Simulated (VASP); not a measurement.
Output of a VASP run:

### OUTCAR
```
 ion  position               nearest neighbor table
   1  0.846  0.883  0.774-   4 2.78
   2  0.654  0.383  0.774-   3 2.78
   3  0.346  0.617  0.774-   2 2.78
   4  0.154  0.117  0.774-   1 2.78
   5  0.346  0.883  0.226-   8 2.78
   6  0.154  0.383  0.226-   7 2.78
   7  0.846  0.617  0.226-   6 2.78
   8  0.654  0.117  0.226-   5 2.78
  LATTYP: Found a simple orthorhombic cell.
 ALAT       =     4.8819680000
 B/A-ratio  =     1.3590849018
 C/A-ratio  =     2.0438413361
 Subroutine PRICEL returns:
 Original cell was already a primitive cell.
 Subroutine GETGRP returns: Found  8 space group operations
The static configuration has the point symmetry C_2 .
 The point group associated with its full space group is D_2h.
The dynamic configuration has the point symmetry C_2 .
 Subroutine INISYM returns: Found  8 space group operations
 Subroutine IBZKPT returns following result:
 Found     12 irreducible k-points:

 Following reciprocal coordinates:
            Coordinates               Weight
  0.000000  0.000000  0.000000      1.000000
  0.142857  0.000000  0.000000      2.000000
  0.285714  0.000000  0.000000      2.000000
  0.428571  0.000000  0.000000      2.000000
  0.000000  0.250000  0.000000      2.000000
  0.142857  0.250000  0.000000      4.000000
  0.285714  0.250000  0.000000      4.000000
  0.428571  0.250000  0.000000      4.000000
  0.000000  0.500000  0.000000      1.000000
  0.142857  0.500000  0.000000      2.000000
  0.285714  0.500000  0.000000      2.000000
  0.428571  0.500000  0.000000      2.000000
   k-points           NKPTS =     12   k-points in BZ     NKDIM =     12   number of bands    NBANDS=     33
   number of dos      NEDOS =    301   number of ions     NIONS =      8
   total plane-waves  NPLWV =  62720
   dimension x,y,z NGX =    28 NGY =   56 NGZ =   40
   dimension x,y,z NGXF=    56 NGYF=  112 NGZF=   80
   ions per type =               8
   PREC   = accura    normal or accurate (medium, high low for compatibility)
   ISTART =      0    job   : 0-new  1-cont  2-samecut
   ICHARG =      2    charge: 1-file 2-atom 10-const
   ISPIN  =      1    spin polarized calculation?
   LNONCOLLINEAR =      F non collinear calculations
   LSORBIT =      F    spin-orbit coupling
   INIWAV =      1    electr: 0-lowe 1-rand  2-diag
   ENCUT  =  300.0 eV  22.05 Ry    4.70 a.u.   6.89 14.09  9.37*2*pi/ulx,y,z
   NELM   =    100;   NELMIN=  2; NELMDL= -5     # of ELM steps
   EDIFF  = 0.1E-05   stopping-criterion for ELM
   LREAL  =      F    real-space projection
   NLSPLINE    = F    spline interpolate recip. space projectors
   LMAXMIX     =    4 max onsite mixed and CHGCAR
   VOSKOWN=      0    Vosko Wilk Nusair interpolation
   EDIFFG = 0.1E-04   stopping-criterion for IOM
   NSW    =      0    number of steps for IOM
   NBLOCK =      1;   KBLOCK =      1    inner block; outer block
   IBRION =     -1    ionic relax: 0-MD 1-quasi-New 2-CG
   NFREE  =      0    steps in history (QN), initial steepest desc. (CG)
   ISIF   =      2    stress and relaxation
   ISYM   =      2    0-nonsym 1-usesym 2-fastsym
   TEIN   =    0.0    initial temperature
   TEBEG  =    0.0;   TEEND  =   0.0 temperature during run
   SMASS  =  -3.00    Nose mass-parameter (am)
   PSTRESS=    0.0 pullay stress
   NELECT =      56.0000    total number of electrons
   EFERMI =   0.00;   METHOD = LEGACY
   ISMEAR =     0;   SIGMA  =   0.27  broadening in eV -4-tet -1-fermi 0-gaus
   IALGO  =     38    algorithm
   LDIAG  =      T    sub-space diagonalisation (order eigenvalues)
   IMIX   =      4    mixing-type and parameters
     AMIX     =   0.40;   BMIX     =  1.00
     AMIX_MAG =   1.60;   BMIX_MAG =  1.00
     AMIN     =   0.10
   GGA     = PE    functional components
   VOSKOWN =     0    Vosko Wilk Nusair interpolation
   LHFCALC =     F    Hartree Fock is set to
...
```

OSZICAR:
```
       N       E                     dE             d eps       ncg     rms          rms(c)
DAV:   1     0.283701545738E+03    0.28370E+03   -0.15827E+04   792   0.885E+02
DAV:   2     0.104450157849E+02   -0.27326E+03   -0.27046E+03  1073   0.178E+02
DAV:   3    -0.114927488736E+02   -0.21938E+02   -0.21848E+02   880   0.590E+01
DAV:   4    -0.120368603996E+02   -0.54411E+00   -0.54379E+00   912   0.111E+01
DAV:   5    -0.120451791606E+02   -0.83188E-02   -0.83182E-02   896   0.146E+00    0.123E+01
DAV:   6    -0.116605626666E+02    0.38462E+00   -0.32887E-01   815   0.233E+00    0.826E+00
DAV:   7    -0.115481441234E+02    0.11242E+00   -0.79179E-01   811   0.362E+00    0.834E-01
DAV:   8    -0.115300485995E+02    0.18096E-01   -0.10107E-01   815   0.135E+00    0.407E-01
DAV:   9    -0.115304221326E+02   -0.37353E-03   -0.21633E-03   862   0.239E-01    0.188E-01
DAV:  10    -0.115304590861E+02   -0.36953E-04   -0.49454E-04   824   0.101E-01    0.726E-02
DAV:  11    -0.115304584177E+02    0.66837E-06   -0.42341E-05   871   0.303E-02    0.151E-02
DAV:  12    -0.115304592720E+02   -0.85432E-06   -0.55797E-06   816   0.106E-02
   1 F= -.11530459E+02 E0= -.11523919E+02  d E =-.130800E-01
```

**OUTCAR**
```
------------------------ aborting loop because EDIFF is reached ----------------------------------------
  FORCE on cell =-STRESS in cart. coord.  units (eV):
  Direction    XX          YY          ZZ          XY          YZ          ZX
  --------------------------------------------------------------------------------------
  Total        0.4329516     -1.6341916      4.0343897     -0.0000000      0.0000000      0.0000000
  in kB        2.1462060     -8.1009323     19.9990737     -0.0000000      0.0000000      0.0000000
  external PRESSURE =       4.6814491 kB  Pullay stress =       0.0000000 kB
  volume of cell :      323.21
      direct lattice vectors                 reciprocal lattice vectors
     4.881968000  0.000000000  0.000000000     0.204835427  0.000000000  0.000000000
     0.000000000  9.977968000  0.000000000     0.000000000  0.100220806  0.000000000
     0.000000000  0.000000000  6.635009000     0.000000000  0.000000000  0.150715696
 POSITION                                       TOTAL-FORCE (eV/Angst)
 -----------------------------------------------------------------------------------
      4.13014      8.81055      5.13501         0.106836     -0.086445     -0.373474
      3.19281      3.82156      5.13501        -0.106836     -0.086445     -0.373474
      1.68916      6.15641      5.13501         0.106836      0.086445     -0.373474
      0.75182      1.16742      5.13501        -0.106836      0.086445     -0.373474
      1.68916      8.81055      1.50000         0.106836     -0.086445      0.373474
      0.75182      3.82156      1.50000        -0.106836     -0.086445      0.373474
      4.13014      6.15641      1.50000         0.106836      0.086445      0.373474
      3.19281      1.16742      1.50000        -0.106836      0.086445      0.373474
 -----------------------------------------------------------------------------------
    total drift:                               -0.000000      0.000000     -0.000000
  FREE ENERGIE OF THE ION-ELECTRON SYSTEM (eV)
  ---------------------------------------------------
  free  energy   TOTEN  =       -11.5304592720 eV

  energy  without entropy=      -11.5173792746  energy(sigma->0) =      -11.52391927
```
(Selected blocks of OUTCAR.)

### POSCAR
```
I
1
    4.8819680000     0.0000000000     0.0000000000
    0.0000000000     9.9779680000     0.0000000000
    0.0000000000     0.0000000000     6.6350090000
I
8
Direct
  0.8460000000   0.8830000000   0.7739260000
  0.6540000000   0.3830000000   0.7739260000
  0.3460000000   0.6170000000   0.7739260000
  0.1540000000   0.1170000000   0.7739260000
  0.3460000000   0.8830000000   0.2260740000
  0.1540000000   0.3830000000   0.2260740000
  0.8460000000   0.6170000000   0.2260740000
  0.6540000000   0.1170000000   0.2260740000
```

**Question.** Reconstruct the remaining input files.

**Answer.** This is not unique; one that fits is the input of the run itself, PBE GGA, plane waves, VASP's PBE PAW potentials (set 64).

**INCAR**
```
# general
SYSTEM =I
PREC   =Accurate
ENCUT  =300
LREAL  =.FALSE.
LASPH  =.TRUE.

# electronic loop
EDIFF  =1E-6
NELM   =100
ALGO   =Normal
LMAXMIX=4

# smearing
ISMEAR =0
SIGMA  =0.272

# functional
GGA    =PE

# ions
ISIF   =2

# output
LWAVE  =.FALSE.
LCHARG =.FALSE.

# other
LDIPOL =.TRUE.
IDIPOL =3
DIPOL  =0.5 0.5 0.5
```

KPOINTS:
```
Automatic mesh
0
Gamma
7 4 1
0 0 0
```

POTCAR, in this order: I (PBE.64 set). Program: vasp_std.

The cell holds a wide vacuum, so values per volume refer to the whole cell.

The cell is a sheet with vacuum, built from a generated structure.
